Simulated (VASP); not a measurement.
Take BeTe (zinc blende), against free atoms with fixed spin and no zero-point term, in VASP with PAW potentials, and its cohesive energy.

### Question
One run gives 3.43 eV/atom. Which level is it?
A. LDA
B. PBE
C. RPBE
D. PBE-D3(BJ)

### Answer
B, PBE.  The others give 4.13 (LDA), 3.09 (RPBE), 3.77 (PBE-D3(BJ)).

Only levels that ran to the end are used. Left out are those held back, those with too coarse a band path, GW runs whose mesh misses a band edge, hybrids' fits of cells that aren't cubic and levels without matching references; a question may draw on a part of the rest.
